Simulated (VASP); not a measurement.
Input:

```
PbO
1.0
    3.96026     0.00000     0.00000
    0.00000     3.96026     0.00000
    0.00000     0.00000     5.26190
Pb O
2 2
Direct
  0.50000   0.00000   0.77742
  0.00000   0.50000   0.22258
  0.50000   0.50000   0.00000
  0.00000   0.00000   0.00000
```

These are AM05 GGA, VASP's PBE PAW potentials (set 64) (plane waves; VASP) values and carry that method's errors. Run with 520 eV cut-off, 6×6×4 Γ-centred mesh, Gaussian smearing of 0.050 eV, potentials Pb_d O.

Without a dispersion term in the relaxation, distances and binding between the weakly bound layers, chains or molecules are unreliable, and so is what depends on them.

Question: The ions and cell shape at fixed volume are relaxed. Predict the relaxed structure.

Answer: 
```
PbO
1.0
    3.98550     0.00000     0.00000
    0.00000     3.98550     0.00000
    0.00000     0.00000     5.19547
Pb O
2 2
Direct
  0.50000   0.00000   0.77167
  0.00000   0.50000   0.22833
  0.50000   0.50000   0.00000
  0.00000   0.00000   0.00000
```
Space group P4/nmm (129), at a tolerance of 0.03 Å.

Question: How much energy does the relaxation gain?

Answer: The energy (σ→0) changes by -3.6 meV/atom, in 5 ionic steps.

The compound is PbO in the litharge structure. This cell is one point of a volume scan, at 0.97 of the reference volume. Symmetry was kept, so distortions that lower it aren't found.
